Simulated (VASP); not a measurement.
These are PBE GGA, VASP's PBE PAW potentials (set 64) (plane waves; VASP) values and carry that method's errors.

Input for VASP

**KPOINTS**
```
Automatic mesh
0
Gamma
39 39 39
0 0 0
```

### POSCAR
```
Cu
1
    0.0000000000     1.7887150000     1.7887150000
    1.7887150000     0.0000000000     1.7887150000
    1.7887150000     1.7887150000     0.0000000000
Cu
1
Direct
  0.0000000000   0.0000000000   0.0000000000
```

**INCAR**
```
LCHARG=.False.
SIGMA=0.1   ! width (eV)
LREAL=.False.   ! projection in real space or not
EDIFF=1E-6
ISMEAR=-1   ! Fermi-Dirac
NELM=100
ALGO=Normal
PREC=Accurate
ISIF=2   ! forces and stress, cell fixed
SYSTEM=Cu
GGA=PE
LWAVE=.False.
LASPH=.True.
ENCUT=300   ! plane-wave cut-off (eV)
LMAXMIX=4
```

POTCAR, in this order: Cu (PBE.64 set). Program: vasp_std.

Output

### OSZICAR
```
       N       E                     dE             d eps       ncg     rms          rms(c)
DAV:   1     0.260347755281E+02    0.26035E+02   -0.41612E+03 28499   0.136E+03
DAV:   2    -0.439275351130E+01   -0.30428E+02   -0.28777E+02 27863   0.165E+02
DAV:   3    -0.463790485820E+01   -0.24515E+00   -0.24479E+00 32812   0.205E+01
DAV:   4    -0.463933574012E+01   -0.14309E-02   -0.14308E-02 32785   0.140E+00
DAV:   5    -0.463935056201E+01   -0.14822E-04   -0.14821E-04 31933   0.118E-01    0.772E+00
DAV:   6    -0.407520791103E+01    0.56414E+00   -0.16425E+01 29154   0.893E+01    0.373E+00
DAV:   7    -0.373331242139E+01    0.34190E+00   -0.24843E+00 29523   0.343E+01    0.604E-01
DAV:   8    -0.372155974891E+01    0.11753E-01   -0.44458E-03 30159   0.972E-01    0.279E-01
DAV:   9    -0.372018043801E+01    0.13793E-02   -0.94313E-03 30745   0.198E+00    0.285E-02
DAV:  10    -0.372018482428E+01   -0.43863E-05   -0.34548E-05 40699   0.111E-01    0.814E-03
DAV:  11    -0.372018363365E+01    0.11906E-05   -0.87625E-07 19474   0.188E-02    0.262E-04
DAV:  12    -0.372018371105E+01   -0.77404E-07   -0.38943E-08 15023   0.226E-03
   1 F= -.37201837E+01 E0= -.37153350E+01  d E =-.969746E-02
```

OUTCAR:
```
------------------------ aborting loop because EDIFF is reached ----------------------------------------
  FORCE on cell =-STRESS in cart. coord.  units (eV):
  Direction    XX          YY          ZZ          XY          YZ          ZX
  --------------------------------------------------------------------------------------
  Total        0.3161259      0.3161259      0.3161259     -0.0000000     -0.0000000     -0.0000000
  in kB       44.2504013     44.2504013     44.2504013     -0.0000000     -0.0000000     -0.0000000
  external PRESSURE =      44.2504013 kB  Pullay stress =       0.0000000 kB
  volume of cell :       11.45
      direct lattice vectors                 reciprocal lattice vectors
     0.000000000  1.788715000  1.788715000    -0.279530277  0.279530277  0.279530277
     1.788715000  0.000000000  1.788715000     0.279530277 -0.279530277  0.279530277
     1.788715000  1.788715000  0.000000000     0.279530277  0.279530277 -0.279530277
 POSITION                                       TOTAL-FORCE (eV/Angst)
 -----------------------------------------------------------------------------------
      0.00000      0.00000      0.00000        -0.000000     -0.000000     -0.000000
 -----------------------------------------------------------------------------------
    total drift:                               -0.000000     -0.000000     -0.000000
  FREE ENERGIE OF THE ION-ELECTRON SYSTEM (eV)
  ---------------------------------------------------
  free  energy   TOTEN  =        -3.7201837111 eV

  energy  without entropy=       -3.7104862527  energy(sigma->0) =       -3.71533498
```
(Selected blocks of OUTCAR.)

At this cut-off the stress carries a Pulay error, which pulls relaxed volumes low.

The structure comes from a computed database's Cu entry; how it stands against other phases isn't given here. The cell was not relaxed at this level. The run is one of a series of settings (KPOINTS 39×39×39 Γ-centred mesh against the base run), some of them coarse on purpose.
